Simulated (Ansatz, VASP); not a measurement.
# Cross-check of SiGe3 (Si0.25Ge0.75, diamond-type random alloy) between VASP and Ansatz

Aim: how closely do two programs agree when they are given the same cell, functional and k mesh? The cell is invented: As first built, before any earlier steps moved the atoms (in the runner's words): 1x2x2 conventional cells of the Ge type (32 atoms: 8 Si, 24 Ge); Ge/Si share their sites, the best of 600 random draws by like-pair counts in two shells; start lattice by linear mixing of the end members' cells; atoms moved at random by 0.02 A. It may not be a known or stable phase. The structure shown is the start of the Ansatz relaxation below; VASP solves that cell, so the two are compared at the walk's first step.

Calculated with Ansatz 0.2.0; plane waves, with VASP 6.6.1 beside it; single point at PBE with D3(BJ), single point at PBE and single point at LDA.

### 1. The starting structure

The cell holds 32 atoms: 8 Si and 24 Ge. Its edges and angles: a = 5.674 Å, b = 11.359 Å, c = 11.358 Å, α = 90.0°, β = 90.0°, γ = 90.0°. It derives from Ge (Ge type, space group 227), repeated 1×2×2. As first built, before any earlier steps moved the atoms (in the runner's words): 1x2x2 conventional cells of the Ge type (32 atoms: 8 Si, 24 Ge); Ge/Si share their sites, the best of 600 random draws by like-pair counts in two shells; start lattice by linear mixing of the end members' cells; atoms moved at random by 0.02 A.

### 2. Ansatz: relaxation, PBE with D3(BJ)

Ansatz runs on its default PAW (the set named soft_2) files.

The two programs are compared at the cell with which this relaxation starts, whose forces are those of its first step.

File input.yaml:

```yaml
crystal:
  lattice:
    - [5.67361, 6.0e-05, 0.00013]
    - [0.00012, 11.35915, 4.0e-05]
    - [0.00027, 4.0e-05, 11.35815]
  atoms:
    - { symbol: Si, position: [0.00021, 0.25094, 0.00253] }
    - { symbol: Si, position: [0.25172, 0.12999, 0.37499] }
    - { symbol: Si, position: [0.74945, 0.36954, 0.3749] }
    - { symbol: Si, position: [0.5003, 0.25028, 0.25419] }
    - { symbol: Si, position: [0.00019, 0.24966, 0.49455] }
    - { symbol: Si, position: [0.49979, 0.4979, 0.00106] }
    - { symbol: Si, position: [0.00024, 0.74954, 0.50162] }
    - { symbol: Si, position: [0.5003, 0.74878, 0.7491] }
    - { symbol: Ge, position: [0.00548, 0.00417, 0.25324] }
    - { symbol: Ge, position: [0.25529, 0.37237, 0.12544] }
    - { symbol: Ge, position: [0.50082, 0.0012, 0.00103] }
    - { symbol: Ge, position: [0.75033, 0.12953, 0.1277] }
    - { symbol: Ge, position: [0.99923, 0.99939, 0.74902] }
    - { symbol: Ge, position: [0.24504, 0.37235, 0.62147] }
    - { symbol: Ge, position: [0.2439, 0.12662, 0.87747] }
    - { symbol: Ge, position: [0.49513, 0.00222, 0.49815] }
    - { symbol: Ge, position: [0.75113, 0.37513, 0.87967] }
    - { symbol: Ge, position: [0.49998, 0.25021, 0.75033] }
    - { symbol: Ge, position: [0.75448, 0.12716, 0.62138] }
    - { symbol: Ge, position: [0.9949, 0.49507, 0.25196] }
    - { symbol: Ge, position: [0.24949, 0.87587, 0.12641] }
    - { symbol: Ge, position: [0.00025, 0.74825, 0.99966] }
    - { symbol: Ge, position: [0.2442, 0.62444, 0.37741] }
    - { symbol: Ge, position: [0.75546, 0.87437, 0.37743] }
    - { symbol: Ge, position: [0.50011, 0.74888, 0.25111] }
    - { symbol: Ge, position: [0.74563, 0.62066, 0.12411] }
    - { symbol: Ge, position: [0.00106, 0.4998, 0.75029] }
    - { symbol: Ge, position: [0.25089, 0.87127, 0.62505] }
    - { symbol: Ge, position: [0.26078, 0.62338, 0.87501] }
    - { symbol: Ge, position: [0.50519, 0.49687, 0.49814] }
    - { symbol: Ge, position: [0.74489, 0.87296, 0.87265] }
    - { symbol: Ge, position: [0.7503, 0.62748, 0.62496] }
kpoints:
  mp_grid: { grid: [3, 2, 2], shift: [0.0, 0.5, 0.5] }
hamiltonian:
  xc: pbe
  dispersion: d3bj
scf:
  occupations: { method: fermi_dirac, width: 0.01 }
output:
  forces: true
  stress: true
relax:
  f_tol: 0.02
  max_steps: 25
  cell: { stress_tol: 0.1 }
```

Command:

```
$ ansatz run input.yaml --threads 8 --pin off --max-ram 15360MiB --backend cpu --events-out ev --progress --plain --runs-dir out
```

Numbers of over 12 decimals in the logs are rounded to 6 here.

Output:

```text
The last accepted step is kept in <dir> (removed where the run ends without a failure and the disk answers)
Engine: ansatz 0.2.0, x86_64-unknown-linux-gnu
Pseudopotentials: kind: paw
Pseudopotential: Si, paw, valence charge 4, recommended cutoff 420 eV (normal), Si.paw.azcp
Pseudopotential: Ge, paw, valence charge 14, recommended cutoff 420 eV (normal), Ge.paw.azcp
Functional definition: PBE
  parameter kappa = 0.804
  parameter beta = 0.066725
  exchange = pbe_x(kappa = kappa, mu = beta*pi^2/3)
  correlation = pbe_c(beta = beta)
Crystal: 32 atoms, lattice volume = 732.003 Å³
Basis set: ecut = 420 eV, 14303 PW (Γ), exchange–correlation on 80×160×160 points (8 copies of the dense FFT grid, shifted against one another)
Bands: 221, of which v1, the nominal top of the filled ones, is band 184 counted from 1 (183 counted from 0)
Symmetry: 1 space group operations
Space group: P1 (ITA 1), of the structure as read, at distance tolerance 9.0e-5 Å
k-points: 6 of 12 (time reversal used)
Non-local potential: Si, projectors of the file, l = 0: 2, l = 1: 2, l = 2: 2
Non-local potential: Ge, projectors of the file, l = 0: 2, l = 1: 2, l = 2: 3, l = 3: 1
PAW form: soft (Blöchl's): semilocal exchange-correlation on the pseudo side does not see the compensation charge
PAW one-centre angular grid: Si, 110 points (default); XC on 64 Gauss nodes
PAW one-centre angular grid: Ge, 590 points (default); XC on 64 Gauss nodes
Initial density: superposition of atomic densities (neutral atoms: chi_scale 0, normalization atom), corrected by the library's trained network
Initial wavefunctions: pseudopotential atomic-orbital guess
Functional: x = pbe(κ = 0.804, μ = 0.219515), c = pbe(β = 0.066725)
SCF iter   1: F=—  HF=-108174.840344 eV  |F-HF|=—  |Δ(HF+E_count)|=         —  Δρ=1.39e-3  dr2=3.01e-2  ethr=1.77e-3  ⟨swp⟩=6.0  Hψ=4929  notcnv=0
preconditioner: auto → Resta (q_TF=auto, 2.433 Å⁻¹)  ε∞=2.6  [insulator: Δε(μ)=0.645 eV  Ē_g=20.614 eV  σ=0.010 eV  W_gap=1.00  n_scr=168 (ndim 8)  ℏωp=26.3 eV  f_vac=0.038  D(μ)=0.00/eV (n_scr^D=0)  ε∞_Penn≈2.6]
SCF iter   2: F=—  HF=-108174.828657 eV  |F-HF|=—  |Δ(HF+E_count)|=   1.17e-2  Δρ=9.37e-4  dr2=1.02e-2  ethr=8.18e-6  ⟨swp⟩=2.0  Hψ=2680  notcnv=0  defer=176
SCF iter   3: F=—  HF=-108174.827701 eV  |F-HF|=—  |Δ(HF+E_count)|=   9.56e-4  Δρ=4.81e-4  dr2=2.79e-3  ethr=2.76e-6  ⟨swp⟩=2.0  Hψ=2300  notcnv=0  defer=176
SCF iter   4: F=—  HF=-108174.828412 eV  |F-HF|=—  |Δ(HF+E_count)|=   7.11e-4  Δρ=2.21e-4  dr2=4.97e-4  ethr=7.59e-7  ⟨swp⟩=2.0  Hψ=1571  notcnv=0  defer=176
SCF iter   5: F=—  HF=-108174.828419 eV  |F-HF|=—  |Δ(HF+E_count)|=   6.91e-6  Δρ=9.66e-5  dr2=9.11e-5  ethr=1.35e-7  ⟨swp⟩=2.0  Hψ=2221  notcnv=0  defer=176
SCF iter   6: F=—  HF=-108174.828608 eV  |F-HF|=—  |Δ(HF+E_count)|=   1.89e-4  Δρ=2.26e-5  dr2=1.29e-5  ethr=2.48e-8  ⟨swp⟩=2.0  Hψ=2346  notcnv=0  defer=176
SCF iter   7: F=—  HF=-108174.828615 eV  |F-HF|=—  |Δ(HF+E_count)|=   7.32e-6  Δρ=1.24e-5  dr2=8.65e-6  ethr=3.50e-9  ⟨swp⟩=2.0  Hψ=1534  notcnv=0  defer=176
SCF iter   8: F=—  HF=-108174.828616 eV  |F-HF|=—  |Δ(HF+E_count)|=   4.10e-7  Δρ=6.16e-6  dr2=1.33e-6  ethr=2.35e-9  ⟨swp⟩=2.0  Hψ=1352  notcnv=0  defer=176
SCF iter   9: F=-108174.828616 eV  HF=-108174.828616 eV  |F-HF|=5.80e-8  |Δ(HF+E_count)|=   1.02e-7  Δρ=2.46e-6  dr2=9.60e-8  ethr=2.72e-11  ⟨swp⟩=2.8  Hψ=4715  notcnv=0
SCF 1 converged in 9 iterations: F = -108174.828616 eV  dr2 = 9.60e-8
  greatest PAW one-centre occupation: 0.998 electrons in one spin orbital (limit 2), on the Ge atom at site 17 (counted from 0), in its partial waves of l = 2
relax step   1: F+E_penalty+E_count = -108174.82861591 eV  Δ(F+E_penalty+E_count) = +0.000e0 eV  max|allowed force component| = 1.233e-2 eV/Å  Δτ_max = 0.0000 Å  P = -1.985 GPa  Ω = 732.003 Å³  (9 SCF iters, dr2 threshold 1.00e-7 eV, accepted)
[...]
relax step   3: F+E_penalty+E_count = -108174.97215279 eV  Δ(F+E_penalty+E_count) = -2.239e-3 eV  max|allowed force component| = 1.258e-2 eV/Å  Δτ_max = 0.0051 Å  P = +0.017 GPa  Ω = 709.928 Å³  energy of the carried Pulay correction = +3.357e-3 eV  (6 SCF iters, dr2 threshold 1.01e-7 eV, accepted)
[...]
relax step   4: F+E_penalty+E_count = -108174.96894490 eV  Δ(F+E_penalty+E_count) = +3.208e-3 eV  max|allowed force component| = 1.260e-2 eV/Å  Δτ_max = 0.0000 Å  P = +0.016 GPa  Ω = 709.928 Å³  stress off target by 2.10e-2 GPa  SCF on the basis re-selected at this cell (its energy is not comparable with the rows above)  (6 SCF iters)
basis re-selected at this cell: Δ(F+E_penalty+E_count) = +3.208e-3 eV, ΔP = -0.001 GPa vs the last step (what re-selecting the basis moved, of the pressure what is left beyond the Pulay correction that the steps carried, after the strain that the cell walked since its last selection, with what the two solves' SCF thresholds leave and, on support functions, any second-order correction that the steps lacked; it is no m [...]
SCF converged after 6 iterations
Free energy (F): -108174.968945 eV
Harris-Foulkes:  -108174.968945 eV  (|F-HF|=1.89e-10)
Internal energy: -108174.968945 eV  (E = F + TS)
E sigma→0 (E₀):  -108174.968945 eV
Fermi energy:    8.216631 eV
--- Per-component energies (eV) ---
  E_band       = -3666.471099
  E_kinetic    = 2996.201574
  E_local      = -64642.807694  (includes V_loc(G=0)·N_el)
  E_nonlocal   = 10255.631022
  E_hartree    = 28593.034717
  E_xc         = -2254.476514
  E_vxc        = -1923.843697  (∫ρ·V_xc dr)
  E_paw        = -52582.704057  (= ΣΔE_a)
  E_vpaw       = -7537.727648  (= ΣTr[D̂ρ^β])
  E_aug_tail   = 0.007633  (compensation charges beyond the density's cutoff)
  E_ewald      = -30530.311434
  E_disp       = -9.544191  (pairwise vdW)
  E_smearing   = -0.000000  (= −TS)
  E_closure    = -0.000000  (closes the sum)
  Σ components = -108174.968945   (vs F -108174.968945, Δ=0.00e0)
--- Forces (eV/Å), atoms counted from 1 ---
  atom   1  Si    -0.00071985    -0.00165195    -0.00024540
  atom   2  Si    -0.00167097    -0.00424695    -0.00454001
  atom   3  Si     0.00123979     0.00168208    -0.00399241
  atom   4  Si     0.00065196    -0.00072761     0.00133627
  atom   5  Si    -0.00055601    -0.00061978     0.00061549
  atom   6  Si     0.00115938     0.00466795     0.00089740
  atom   7  Si    -0.00051875     0.00026623     0.00587285
  atom   8  Si     0.00068054     0.00051440     0.00009834
  atom   9  Ge    -0.00134685    -0.00573915    -0.00633985
  atom  10  Ge    -0.00201816     0.00851699     0.00214715
  atom  11  Ge    -0.00079191    -0.00398637     0.00082522
  atom  12  Ge     0.00141456    -0.01260101     0.00170399
  atom  13  Ge    -0.00079439    -0.00302730     0.00024506
  atom  14  Ge     0.00088077     0.00845810     0.00565177
  atom  15  Ge     0.00053637    -0.01099220    -0.00489670
  atom  16  Ge     0.00244319    -0.00462953     0.00754866
  atom  17  Ge     0.00075886     0.00721611    -0.00561647
  atom  18  Ge    -0.00012516    -0.00093833     0.00003643
  atom  19  Ge    -0.00015040    -0.01107346     0.00629628
  atom  20  Ge     0.00063872     0.00587731    -0.00569255
  atom  21  Ge     0.00061151     0.00648549     0.00203967
  atom  22  Ge    -0.00070835     0.00062219     0.00170917
  atom  23  Ge     0.00108845    -0.00390046    -0.00603513
  atom  24  Ge    -0.00058533     0.00680443    -0.00615417
  atom  25  Ge    -0.00028632     0.00064621    -0.00538040
  atom  26  Ge     0.00105570    -0.00240449     0.00341024
  atom  27  Ge    -0.00020449     0.00292149    -0.00063093
  atom  28  Ge    -0.00113528     0.00806547     0.00436496
  atom  29  Ge    -0.00246201    -0.00382763    -0.00396930
  atom  30  Ge    -0.00171772     0.00485189     0.00757468
  atom  31  Ge     0.00185975     0.00812231    -0.00305616
  atom  32  Ge     0.00077233    -0.00535220     0.00417563
  max |Σ_I F_I| component: 2.60e-7 eV/Å
--- Stress (GPa, compression-positive) ---
        0.018903       0.003668      -0.000706
        0.003668       0.013307      -0.001393
       -0.000706      -0.001393       0.014765
  P = ⅓ Tr σ = 0.0157 GPa (0.157 kbar)
--- Relaxed structure (3 steps of the walk, 3 accepted, 1 SCFs on fresh bases) ---
  F+E_penalty+E_count = -108174.96894490 eV   max|allowed force component| = 1.260e-2 eV/Å   (the final SCF, on the basis selected at the relaxed cell)
  cell:  # Å, volume = 709.9283 Å³
    - [5.615738, -4.3254853371691924e-5, 0.00011189]
    - [-8.673383766864831e-5, 11.243905, 0.000110502]
    - [0.000233623, 0.00011049, 11.243213]
  atoms:
    - { symbol: Si, position: [0.000187364, 0.250954, 0.00253506] }
    - { symbol: Si, position: [0.251765, 0.129932, 0.375010] }
    - { symbol: Si, position: [0.749418, 0.369624, 0.374926] }
    - { symbol: Si, position: [0.500213, 0.250308, 0.254061] }
    - { symbol: Si, position: [0.000169333, 0.249649, 0.494640] }
    - { symbol: Si, position: [0.499569, 0.497840, 0.00106139] }
    - { symbol: Si, position: [0.00020221, 0.749528, 0.501574] }
    - { symbol: Si, position: [0.500188, 0.748783, 0.749102] }
    - { symbol: Ge, position: [0.00529772, 0.00416669, 0.253271] }
    - { symbol: Ge, position: [0.255277, 0.372305, 0.125440] }
    - { symbol: Ge, position: [0.500974, 0.00128893, 0.00103539] }
    - { symbol: Ge, position: [0.750278, 0.129584, 0.127691] }
    - { symbol: Ge, position: [0.999396, 0.999407, 0.749008] }
    - { symbol: Ge, position: [0.245072, 0.372328, 0.621446] }
    - { symbol: Ge, position: [0.244014, 0.126752, 0.877439] }
    - { symbol: Ge, position: [0.495094, 0.00224059, 0.498122] }
    - { symbol: Ge, position: [0.751109, 0.375074, 0.879643] }
    - { symbol: Ge, position: [0.500103, 0.250267, 0.750296] }
    - { symbol: Ge, position: [0.754465, 0.127207, 0.621390] }
    - { symbol: Ge, position: [0.995129, 0.495024, 0.251975] }
    - { symbol: Ge, position: [0.249381, 0.875806, 0.126390] }
    - { symbol: Ge, position: [0.000197392, 0.748203, 0.999660] }
    - { symbol: Ge, position: [0.244218, 0.624410, 0.377420] }
    - { symbol: Ge, position: [0.755375, 0.874364, 0.377457] }
    - { symbol: Ge, position: [0.500182, 0.748868, 0.251198] }
    - { symbol: Ge, position: [0.745763, 0.620665, 0.124152] }
    - { symbol: Ge, position: [0.00103459, 0.499742, 0.750303] }
    - { symbol: Ge, position: [0.251040, 0.871299, 0.624948] }
    - { symbol: Ge, position: [0.260641, 0.623415, 0.875047] }
    - { symbol: Ge, position: [0.505261, 0.496889, 0.498108] }
    - { symbol: Ge, position: [0.744951, 0.872948, 0.872730] }
    - { symbol: Ge, position: [0.750196, 0.627411, 0.624950] }
```

The column dr2 measures how far the density is from self-consistency, as an energy; F and HF (Harris–Foulkes) agree once it is small.

### 3. VASP: single point, PBE with D3(BJ), start cell

The same cell, functional, mesh and smearing now go to VASP, with its own data sets.

Lines of VASP's logs that name or quote its potential files are left out, and so is its time.

File INCAR:

```
SYSTEM = SiGe3
PREC = Accurate
ENCUT = 410
EDIFF = 1E-06
NELM = 120
ISMEAR = -1
SIGMA = 0.01
LREAL = Auto
ALGO = Normal
GGA = PE
IVDW = 12
NBANDS = 216
LORBIT = 11
LWAVE = .FALSE.
LCHARG = .FALSE.
ISIF = 2
ISYM = 0
LASPH = .TRUE.
GGA_COMPAT = .FALSE.
EFERMI = MIDGAP
KPAR = 4
```

File POSCAR:

```
SiGe3
1.0
    5.6736100000      0.0000600000      0.0001300000
    0.0001200000     11.3591500000      0.0000400000
    0.0002700000      0.0000400000     11.3581500000
Si Ge
8 24
Direct
    0.0002060778      0.2509430623      0.0025259338
    0.2517238856      0.1299894708      0.3749873066
    0.7494442572      0.3695382170      0.3749015280
    0.5002989869      0.2502792739      0.2541897184
    0.0001826901      0.2496560224      0.4945514886
    0.4997946573      0.4979043300      0.0010578405
    0.0002422827      0.7495437529      0.5016195407
    0.5003001420      0.7487831412      0.7491013070
    0.0054870048      0.0041719267      0.2532365852
    0.2552909783      0.3723676213      0.1254387306
    0.5008274408      0.0012034271      0.0010331651
    0.7503247453      0.1295299272      0.1276966123
    0.9992364362      0.9993890463      0.7490242798
    0.2450446050      0.3723483217      0.6214703319
    0.2438919645      0.1266160115      0.8774724079
    0.4951283633      0.0022229098      0.4981476336
    0.7511297877      0.3751266376      0.8796667898
    0.4999757451      0.2502071007      0.7503268574
    0.7544785364      0.1271600319      0.6213773221
    0.9948996431      0.4950661121      0.2519557199
    0.2494815053      0.8758736327      0.1264142957
    0.0002538600      0.7482478881      0.9996583983
    0.2442048656      0.6244367097      0.3774068203
    0.7554613676      0.8743734853      0.3774265012
    0.5001123333      0.7488817340      0.2511064769
    0.7456261553      0.6206582621      0.1241116064
    0.0010641279      0.4997970733      0.7502876674
    0.2508855356      0.8712676516      0.6250518380
    0.2607843931      0.6233784528      0.8750140791
    0.5051820408      0.4968725445      0.4981369723
    0.7448978039      0.8729632411      0.8726481201
    0.7503081748      0.6274791673      0.6249589379
```

File KPOINTS:

```
Points of the shifted mesh
12
Reciprocal
 0.0000000000  0.2500000000  0.2500000000 1
 0.0000000000  0.2500000000  0.7500000000 1
 0.0000000000  0.7500000000  0.2500000000 1
 0.0000000000  0.7500000000  0.7500000000 1
 0.3333333333  0.2500000000  0.2500000000 1
 0.3333333333  0.2500000000  0.7500000000 1
 0.3333333333  0.7500000000  0.2500000000 1
 0.3333333333  0.7500000000  0.7500000000 1
 0.6666666667  0.2500000000  0.2500000000 1
 0.6666666667  0.2500000000  0.7500000000 1
 0.6666666667  0.7500000000  0.2500000000 1
 0.6666666667  0.7500000000  0.7500000000 1
```

The projector-augmented-wave data sets are Si and Ge_d (PBE family, release 64).

Command:

```
$ mpirun -np 4 vasp_std
```

Output:

```text
[banner, memory and clock lines left out]
running    4 mpi-ranks, on    1 nodes
[...]
LDA part: xc-table for (Slater+PW92), standard interpolation
 POSCAR, INCAR and KPOINTS ok, starting setup
[...]
entering main loop
       N       E                     dE             d eps       ncg     rms          rms(c)
DAV:   1     0.565342632705E+04    0.56534E+04   -0.12733E+05  5856   0.377E+03
DAV:   2     0.111386869394E+04   -0.45396E+04   -0.44019E+04  5184   0.988E+02
DAV:   3     0.933792957434E+01   -0.11045E+04   -0.10406E+04  5480   0.268E+02
DAV:   4    -0.143750073968E+03   -0.15309E+03   -0.14675E+03  5968   0.103E+02
[...]
DAV:  15    -0.151333846511E+03   -0.26575E-05   -0.18480E-05  8080   0.362E-02    0.201E-03
DAV:  16    -0.151333848464E+03   -0.19526E-05   -0.18552E-05  4512   0.248E-02    0.247E-03
DAV:  17    -0.151333848429E+03    0.34088E-07   -0.38519E-07  3072   0.107E-02
   1 F= -.16058805E+03 E0= -.16058805E+03  d E =-.345097E-14
```

Parts of OUTCAR (step 3):

```text
 Edisp (eV)   -9.25420

  Total     -10.55702   -10.58030   -10.57728     0.00602     0.00189    -0.00297
  in kB     -23.10677   -23.15770   -23.15111     0.01318     0.00414    -0.00650
  external pressure =      -23.14 kB  Pullay stress =        0.00 kB

 POSITION                                       TOTAL-FORCE (eV/Angst)
 -----------------------------------------------------------------------------------
      0.00120      2.85050      0.02870        -0.000304     -0.000113      0.002324
      1.42830      1.47660      4.25920        -0.002206     -0.011332     -0.002067
      4.25220      4.19770      4.25830         0.001641      0.010770     -0.002071
      2.83860      2.84300      2.88720         0.001229      0.001186     -0.013378
      0.00120      2.83590      5.61720        -0.000646     -0.000604      0.010253
      2.83570      5.65580      0.01210         0.000905     -0.001607     -0.000517
      0.00160      8.51420      5.69750        -0.000760      0.000529      0.001010
      2.83880      8.50560      8.50850         0.000004      0.000292      0.000300
      0.03120      0.04740      2.87630        -0.003146      0.000760     -0.000862
      1.44850      4.22980      1.42480        -0.002853      0.002623      0.003573
      2.84150      0.01370      0.01180        -0.001028      0.002687      0.001499
      4.25710      1.47140      1.45050         0.001338     -0.005367      0.003662
      5.66960     11.35230      8.50770         0.000112     -0.002928     -0.002825
      1.39050      4.22960      7.05880         0.003575      0.003811      0.000048
[...]
-----------------------------------------------------------------------------------
    total drift:                               -0.000180      0.002365     -0.000861

  FREE ENERGIE OF THE ION-ELECTRON SYSTEM (eV)
  ---------------------------------------------------
  free  energy   TOTEN  =      -160.5880476110 eV

  energy  without entropy=     -160.5880476110  energy(sigma->0) =     -160.58804761

[... 3 further parts left out ...]
[key lines of the parts left out:]
E-fermi :   5.0482
```

The run ends at a pressure of -2.31 GPa, with forces up to 0.013 eV/Å.

### 4. Side by side

Known differences besides the potentials themselves: the cutoff is 420 eV in Ansatz and 410 eV in VASP (PREC = Accurate, projectors in real space). Total energies have different zeros and are not compared.

At this near-relaxed geometry the largest component of a force difference is 5 meV/Å.

### 5. What the set-up changes

Further runs change the set-up of one program: Ansatz's method, potentials or start, or VASP's data sets, cutoff or form of LDA. The table gives that difference for each run.

```
                         run  r.m.s. force difference (meV/Å)
                    as above                              1.7
VASP with a cutoff of 500 eV (perhaps on Ansatz's relaxed cell)                              2.5
```

(Part 1 of 2 ends here.)

[Lines on the potential files, build, host, timing and source positions are cut from VASP's logs without a mark.]

[Logs are printed without paths, hosts, clocks, repeated set-up lines and the standing remarks that a program may print on its own settings, such as how far it seeks lower states.]

[Hosts, paths, dates, database ids (printed as entryN), source tags and the programs' standing remarks are cut or masked in the printed files.]

[Rows of further runs with another cutoff or data set may stand on the cell that Ansatz relaxed, not on the start cell of the pair above them.]
